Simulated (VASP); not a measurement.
# Al3BiO3 (R3m) in VASP: notebook, part 2 of 2

VASP 6.6.1.

## Step 4: Single point, r2SCAN

This run uses another cell than the first one, of 15.09 Å³/atom, 1.007 times its volume.

File INCAR:

```
PREC = Accurate ; ENCUT = 520
EDIFF = 1E-6 ; ISMEAR = 0
SIGMA = 0.03 ; LREAL = F
LASPH = T ; NELM = 150
ALGO = Normal ; ISIF = 2
LWAVE = F ; LCHARG = F
METAGGA = R2SCAN ; LMIXTAU = T
KPAR = 4
```

File KPOINTS:

```
regular mesh
0
Gamma
  6 6 6
```

File POSCAR:

```
Al3BiO3                                 
1.0
    3.7226533266      2.1492749026      2.2009886406
   -3.7226533266      2.1492749026      2.2009886406
    0.0000000000     -4.2985498053      2.2009886406
  Al              Bi              O             
     3     1     3
Direct
     0.4628094278735497    0.0229740178607133    0.4628094278735497
     0.0229740178607133    0.4628094278735497    0.4628094278735497
     0.4628094278735497    0.4628094278735497    0.0229740178607133
     0.8694243268199181    0.8694243268199181    0.8694243268199181
     0.2681991067559903    0.2681991067559903    0.6460387260602980
     0.2681991067559903    0.6460387260602980    0.2681991067559903
     0.6460387260602980    0.2681991067559903    0.2681991067559903
```

Potentials or basis: VASP PAW PBE potentials, release 64 (Al, Bi_d, O).

Launch:

```
cat potpaw_PBE.64/Al/POTCAR potpaw_PBE.64/Bi_d/POTCAR potpaw_PBE.64/O/POTCAR > POTCAR
mpirun -np 4 vasp_std > vasp.out
```

OUTCAR:

```text
PREC = Accurate
   ENCUT = 520
   EDIFF = 1E-6
   ISMEAR = 0
   LREAL = F
   LASPH = T
   NELM = 150
   ISIF = 2
   METAGGA = R2SCAN

 ion  position               nearest neighbor table
   1  0.463  0.023  0.463-   5 1.85   7 1.85   6 1.86   4 2.81   3 3.11   3 3.11   2 3.11   2 3.11
                             2 3.27   3 3.27   4 3.50
   2  0.023  0.463  0.463-   5 1.85   6 1.85   7 1.86   4 2.81   3 3.11   3 3.11   1 3.11   1 3.11
                             1 3.27   3 3.27   4 3.50
   3  0.463  0.463  0.023-   6 1.85   7 1.85   5 1.86   4 2.81   2 3.11   1 3.11   1 3.11   2 3.11
                             1 3.27   2 3.27   4 3.50
   4  0.869  0.869  0.869-   1 2.81   2 2.81   3 2.81   2 3.50   1 3.50   3 3.50
   5  0.268  0.268  0.646-   1 1.85   2 1.85   3 1.86
   6  0.268  0.646  0.268-   3 1.85   2 1.85   1 1.86
   7  0.646  0.268  0.268-   3 1.85   1 1.85   2 1.86

  LATTYP: Found a trigonal (rhomboedric) cell.
 ALAT       =     4.8292733815
 COS(alpha) =    -0.1884245149

  Lattice vectors:

 A1 = (   3.7226533266,   2.1492749026,   2.2009886406)
 A2 = (  -3.7226533266,   2.1492749026,   2.2009886406)
 A3 = (   0.0000000000,  -4.2985498053,   2.2009886406)

Analysis of symmetry for initial positions (statically):
=====================================================================
 Subroutine PRICEL returns:
 Original cell was already a primitive cell.

 Routine SETGRP: Setting up the symmetry group for a
 trigonal (rhombohedral) supercell.

 Subroutine GETGRP returns: Found  6 space group operations
 (whereof  6 operations were pure point group operations)
 out of a pool of 12 trial point group operations.

The static configuration has the point symmetry C_3v.

Analysis of symmetry for dynamics (positions and initial velocities):
=====================================================================
 Subroutine PRICEL returns:
 Original cell was already a primitive cell.

 Routine SETGRP: Setting up the symmetry group for a
 trigonal (rhombohedral) supercell.

 Subroutine GETGRP returns: Found  6 space group operations
[... 138 lines left out ...]
   METAGGA = R2SCAN    functional components
   LHFCALC =     F    Hartree Fock is set to
   AEXX    =    0.0000 exact exchange contribution
   IVDW    =     0    specifies the selected vdW correction
   LEPSILON=     F    determine dielectric tensor
   LRPA    =     F    only Hartree local field effects (RPA)
 non-spin polarized calculation
 Gauss-broadening in eV      SIGMA  =   0.03
  energy-cutoff  :      520.00
  volume of cell :      105.66
 maximum number of plane-waves:      2860
   NGX = 17   NGY = 17   NGZ = 17

 number of electron      41.9999987 magnetization

 Free energy of the ion-electron system (eV)
  ---------------------------------------------------
  ext. energy  EPLUGINS =         0.00000000
  ---------------------------------------------------
  free energy    TOTEN  =      -111.13919307 eV

  energy without entropy =     -111.13919307  energy(sigma->0) =     -111.13919307

 E-fermi :   6.2441     XC(G=0): -10.6108

 val. band max:        6.1062716218   @ k =  -0.1667   0.1667   0.0000
 cond. band min:       7.2952182974   @ k =   0.0000   0.0000   0.0000
 fundamental gap:      1.1889466756
 Fermi energy:         6.2440836113

 k-point     1 :       0.0000    0.0000    0.0000
  band No.  band energies     occupation
      1     -15.5431      2.00000
      2     -15.5431      2.00000
      3     -15.4929      2.00000
      4     -15.4929      2.00000
      5     -15.4545      2.00000
      6     -15.4106      2.00000
[... 661 lines left out ...]
     24      11.2109      0.00000
     25      11.5009      0.00000

 [... further k-points ...]

------------------------ aborting loop because EDIFF is reached ----------------------------------------

  FORCE on cell =-STRESS in cart. coord.  units (eV):
  Direction    XX          YY          ZZ          XY          YZ          ZX
  --------------------------------------------------------------------------------------
  -------------------------------------------------------------------------------------
  Total       -2.4478371     -2.4478371     -2.2379195     -0.0000000      0.0000000     -0.0000000
  in kB      -37.1175651    -37.1175652    -33.9344979     -0.0000000      0.0000000     -0.0000000
  external PRESSURE =     -36.0565427 kB  Pullay stress =       0.0000000 kB

 VOLUME and BASIS-vectors are now :
 -----------------------------------------------------------------------------
  energy-cutoff  :      520.00
  volume of cell :      105.66
      direct lattice vectors                 reciprocal lattice vectors
     3.722653327  2.149274903  2.200988641     0.134312802  0.077545532  0.151447094
    -3.722653327  2.149274903  2.200988641    -0.134312802  0.077545532  0.151447094
     0.000000000 -4.298549805  2.200988641     0.000000000 -0.155091065  0.151447094

 POSITION                                       TOTAL-FORCE (eV/Angst)
 -----------------------------------------------------------------------------------
      1.63735     -0.94533      2.08784        -0.105800      0.061084     -0.043812
     -1.63735     -0.94533      2.08784         0.105800      0.061084     -0.043812
      0.00000      1.89065      2.08784         0.000000     -0.122167     -0.043812
      0.00000     -0.00000      5.74078         0.000000      0.000000     -0.200546
      0.00000     -1.62416      2.60253         0.000000      0.139727      0.110661
     -1.40657      0.81208      2.60253         0.121007     -0.069863      0.110661
      1.40657      0.81208      2.60253        -0.121007     -0.069863      0.110661
 -----------------------------------------------------------------------------------
    total drift:                               -0.000000     -0.000000     -0.000884

  FREE ENERGIE OF THE ION-ELECTRON SYSTEM (eV)
  ---------------------------------------------------
  free  energy   TOTEN  =      -111.1391930704 eV

  energy  without entropy=     -111.1391930704  energy(sigma->0) =     -111.13919307
```

OSZICAR:

```text
N       E                     dE             d eps       ncg     rms          rms(c)
DAV:   1     0.317124199280E+03    0.31712E+03   -0.21233E+04  1600   0.178E+03
DAV:   2    -0.779204605659E+02   -0.39504E+03   -0.38639E+03  1816   0.433E+02
DAV:   3    -0.125906214770E+03   -0.47986E+02   -0.47309E+02  1904   0.158E+02
[... 14 lines left out ...]
DAV:  18    -0.111139182716E+03    0.32789E-07   -0.53634E-05  2309   0.538E-02    0.808E-03
DAV:  19    -0.111139179087E+03    0.36288E-05   -0.45041E-06  1479   0.219E-02    0.543E-03
DAV:  20    -0.111139191316E+03   -0.12229E-04   -0.54375E-06  1454   0.239E-02    0.265E-03
DAV:  21    -0.111139193114E+03   -0.17982E-05   -0.12742E-06  1116   0.105E-02    0.178E-03
DAV:  22    -0.111139193070E+03    0.43844E-07   -0.23708E-07   823   0.467E-03
   1 F= -.11113919E+03 E0= -.11113919E+03  d E =-.321811E-12
```

Run time: 2.1 min. Hardware: 4 MPI ranks of Intel Xeon Platinum 8259CL at 2.50GHz (Skylake/Cascade Lake), shared host; peak memory 0.26 GiB.

What came out:

* Free energy: -111.1392 eV
* Pressure: -3.6 GPa
* Largest force: 0.201 eV/Å
* Band gap on the k mesh: 1.19 eV, indirect (least direct gap 1.27 eV)

Forces on the atoms (eV/Å):
```
Al  -0.106  0.061 -0.044
Al   0.106  0.061 -0.044
Al   0.000 -0.122 -0.044
Bi   0.000  0.000 -0.201
O    0.000  0.140  0.111
O    0.121 -0.070  0.111
O   -0.121 -0.070  0.111
```

Levels at points of the mesh, in eV from the valence-band top:
| k point | band 17 | band 18 | band 19 | band 20 | band 21 | band 22 | band 23 | band 24 | band 25 |
| --- | --- | --- | --- | --- | --- | --- | --- | --- | --- |
| (0.00, 0.00, 0.00) | -4.38 | -4.38 | -0.26 | -0.08 | -0.08 | 1.19 | 3.13 | 3.13 | 5.94 |
| (0.50, 0.00, 0.00) | -4.02 | -3.96 | -2.29 | -0.42 | -0.24 | 3.34 | 3.47 | 5.16 | 5.23 |
| (0.50, 0.50, 0.00) | -4.26 | -3.82 | -1.66 | -0.81 | -0.11 | 3.52 | 4.09 | 5.05 | 5.38 |
| (0.50, 0.50, 0.50) | -4.37 | -4.37 | -0.66 | -0.66 | -0.61 | 2.79 | 2.79 | 5.00 | 6.18 |

Caveat: the PAW data sets were made with another functional, which shifts forces and pressure a little; spin-orbit coupling is left out, which as a rule narrows the gap of such compounds by several tenths of an eV. r2SCAN opens gaps a little over a GGA but as a rule still falls short of measured ones.
